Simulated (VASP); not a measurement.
These are PBE GGA, VASP's PBE PAW potentials (set 64) (plane waves; VASP) values and carry that method's errors.

VASP ran on this input.

INCAR:
```
ISMEAR = 1
EDIFF = 1E-6
SYSTEM = CoAl
IBRION = 2
LCHARG = .False.
ALGO = Normal
GGA = PE
LASPH = .True.   # aspherical one-centre terms
NELM = 100
ENCUT = 500   # plane-wave cut-off (eV)
ISIF = 3
LWAVE = .False.
PSTRESS = 300
SIGMA = 0.1   # width (eV)
LMAXMIX = 4   # l cut-off of mixed one-centre charges
EDIFFG = -0.02   # ionic stop
NSW = 40   # most ionic steps
LREAL = .False.   # projection in real space or not
PREC = Accurate
```

KPOINTS:
```
Automatic mesh
0
Gamma
13 13 13
0 0 0
```

**POSCAR**
```
CoAl
1
    2.7660205327     0.0000000000     0.0000000000
    0.0000000000     2.7660205327     0.0000000000
    0.0000000000     0.0000000000     2.7660205327
Al Co
1 1
Direct
  0.5000000000   0.5000000000   0.5000000000
  0.0000000000   0.0000000000   0.0000000000
```

POTCAR, in this order: Al Co (PBE.64 set). Program: vasp_std.

Q: What will the output report for the number of irreducible k-points (NKPTS), largest plane-wave count, number of space-group operations, FFT grid (NGX, NGY, NGZ)?

A: 
- number of irreducible k-points (NKPTS) = 84
- largest plane-wave count = 552
- number of space-group operations = 48
- FFT grid (NGX, NGY, NGZ) = 20 × 20 × 20

The compound is CoAl in the CsCl type structure. This run relaxes it under an external pressure of 30 GPa. Symmetry was kept, so distortions that lower it aren't found. The run is not spin-polarised, so no magnetic state was tried.
